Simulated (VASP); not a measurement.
Computed with PBE GGA, VASP's PBE PAW potentials (set 64) (plane waves; VASP).

The input files of a VASP run:

File POSCAR:
```
Cr
1
    2.8649217028     0.0000000000     0.0000000000
   -0.0000000000     2.8649217028    -0.0000000000
    0.0000000000    -0.0000000000     2.8649217028
Cr
2
Direct
  0.0000000000   0.0000000000   0.0000000000
  0.5000000000   0.5000000000   0.5000000000
```

INCAR:
```
ISMEAR  =  -5   # tetrahedra, Bloechl
LMAXMIX  =  4
LREAL  =  F   # projection in real space or not
GGA  =  PE
ENCUT  =  520   # plane-wave cut-off (eV)
ISIF  =  2   # forces and stress, cell fixed
NELM  =  100
ALGO  =  Normal
SYSTEM  =  Cr
LWAVE  =  F
EDIFF  =  1E-7   # SCF stop (eV)
NEDOS  =  601
LCHARG  =  T
PREC  =  Accurate
LASPH  =  T
LORBIT  =  11   # lm-projected
MAGMOM  =  1.1 -1.1
ISPIN  =  2   # spin-polarised
```

KPOINTS:
```
Automatic
0
gamma
14 14 14
0 0 0
```

POTCAR, in this order: Cr_pv (PBE.64 set). Program: vasp_std.

**Question.** What will the output report for the number of irreducible k-points (NKPTS), largest plane-wave count, number of space-group operations, FFT grid (NGX, NGY, NGZ)?

**Answer.** 
```json
{
 "number of irreducible k-points (NKPTS)": "120",
 "largest_plane_wave_count": "655",
 "number_of_space_group_operations": "48",
 "FFT grid (NGX, NGY, NGZ)": "24 × 24 × 24"
}
```

The compound is Cr in the bcc, AFM order structure. It was relaxed first.
